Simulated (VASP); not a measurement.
Input:

```
CELL_PARAMETERS angstrom
      5.00312     0.00000     0.00000
      0.00000     5.00312     0.00000
      0.00000     0.00000     3.35475
ATOMIC_POSITIONS crystal
  Mn 0.00000 0.00000 0.00000
  Mn 0.50000 0.50000 0.50000
  F  0.30423 0.30423 0.00000
  F  0.80423 0.19577 0.50000
  F  0.19577 0.80423 0.50000
  F  0.69577 0.69577 0.00000
```
Starting moments (μB, in the order of the record's atoms Mn Mn F F F F): 4.6 -4.6 0.0 0.0 0.0 0.0.

All values below come from revPBE GGA, VASP's PBE PAW potentials (set 64) (plane waves; VASP). Numerical set-up: 520 eV cut-off, Gaussian smearing of 0.050 eV, potentials Mn_pv F.

Predict the cell moment, band gap (along the path) with the smallest direct gap where there is one.

The band gap (along the path) comes out as 2.52 eV and the smallest direct gap (along the path) is 2.57 eV. The cell moment is 0.00 μB.

Total energies compare only between runs with the same potentials, cut-off and functional.

The compound is MnF2 in the rutile structure. It was relaxed first, which changed the volume by +7 %.
